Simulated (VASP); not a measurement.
Input for VASP

### KPOINTS
```
kpoints
0
Gamma
 16 16 16
0 0 0
```

### INCAR
```
SYSTEM = Li
PREC = Accurate; ENCUT = 620; LREAL = .FALSE.
LASPH = .TRUE.
EDIFF = 1E-6; NELM = 100; ALGO = Normal
ISMEAR = 1; SIGMA = 0.1
GGA = PE
IBRION = 2; NSW = 40; ISIF = 3
EDIFFG = -0.02; PSTRESS = 50
LWAVE = .FALSE.; LCHARG = .FALSE.
```

POSCAR:
```
Li
1.0
 -1.5780238250   1.5780238250   1.5780238250
  1.5780238250  -1.5780238250   1.5780238250
  1.5780238250   1.5780238250  -1.5780238250
Li
1
Cart
  0.0000000000   0.0000000000   3.1560476500
```

POTCAR, in this order: Li_sv (PBE.64 set). Program: vasp_std.

Question: Translate this PBE calculation to Quantum ESPRESSO's pw.x.

Answer: One equivalent input (not run):
```
&CONTROL
  calculation = 'vc-relax'
  pseudo_dir = './pseudo'
  outdir = './out'
  tprnfor = .true.
  tstress = .true.
  nstep = 40
  forc_conv_thr = 0.00078
/
&SYSTEM
  ibrav = 0
  nat = 1
  ntyp = 1
  ecutwfc = 74
  occupations = 'smearing'
  smearing = 'methfessel-paxton'
  degauss = 0.00735
  input_dft = 'pbe'
/
&ELECTRONS
  conv_thr = 7.3e-08
  electron_maxstep = 100
/
&IONS
/
&CELL
  press = 50
/
ATOMIC_SPECIES
  Li 6.940 Li.upf
CELL_PARAMETERS angstrom
    -1.5780238    1.5780238    1.5780238
     1.5780238   -1.5780238    1.5780238
     1.5780238    1.5780238   -1.5780238
ATOMIC_POSITIONS crystal
  Li   1.0000000  1.0000000  0.0000000
K_POINTS automatic
  16 16 16 0 0 0
```
Limits of the translation: the potentials are each code's own (VASP's PAW set, PseudoDojo norm-conserving files in pw.x), so ENCUT and ecutwfc are chosen apart and not converted; conv_thr bounds pw.x's estimated SCF error, while EDIFF bounds the energy change between steps; forc_conv_thr acts on force components and is met together with etot_conv_thr.

The compound is Li in the bcc structure. It was relaxed first under an external pressure of 5 GPa.
